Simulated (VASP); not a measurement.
Data:

```yaml
crystal:
  lattice:
    - [0.00000, 2.83417, 2.83417]
    - [2.83417, 0.00000, 2.83417]
    - [2.83417, 2.83417, 0.00000]
  atoms:
    - { symbol: Ge, position: [0.50000, 0.50000, 0.50000] }
    - { symbol: Ge, position: [0.75000, 0.75000, 0.75000] }
```

Level of theory: r2SCAN meta-GGA, VASP's PBE PAW potentials (set 64) (plane waves; VASP). Numerical set-up: PREC = Normal, EDIFF = 1E-5, 400 eV cut-off, 9×9×9 Γ-centred mesh, Gaussian smearing of 0.050 eV, potentials Ge_d.

Question: Estimate the energy per atom (σ→0), band gap (on the k-mesh) with the smallest direct gap where there is one.

Answer: 
The band gap (on the k-mesh) is 0.35 eV and the smallest direct gap (on the k-mesh) is 0.35 eV. The energy per atom (σ→0) is -13.868 eV/atom.

The absolute energy has meaning only against runs of the same code, potentials and settings.

The compound is Ge in the diamond structure. It was relaxed first.
